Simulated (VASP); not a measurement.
```yaml
crystal:
  lattice:
    - [3.29116, 0.00000, 0.00000]
    - [-1.64558, 2.85022, 0.00000]
    - [0.00000, 0.00000, 8.42430]
  atoms:
    - { symbol: Nb, position: [0.33333, 0.66667, 0.03841] }
    - { symbol: Nb, position: [0.66667, 0.33333, 0.53841] }
    - { symbol: As, position: [0.33333, 0.66667, 0.33659] }
    - { symbol: As, position: [0.66667, 0.33333, 0.83659] }
```

Level of theory: PBEsol GGA, VASP's PBE PAW potentials (set 64) (plane waves; VASP 6.6.1). Run with 400 eV cut-off, 12×12×4 Γ-centred mesh, tetrahedra with Blöchl corrections, potentials Nb_sv As.

Predict the energy per atom (σ→0), band gap (on the k-mesh) with the smallest direct gap where there is one.

band gap (on the k-mesh): none (metal, semimetal or under 0.01 eV)
energy per atom (σ→0): -7.929 eV/atom

Only differences to runs with the same potentials and settings are physical.

The structure was generated: NbAs was put into the wurtzite type (P6_3mc), which need not be its known phase. It was relaxed first, which changed the volume by -43 %.
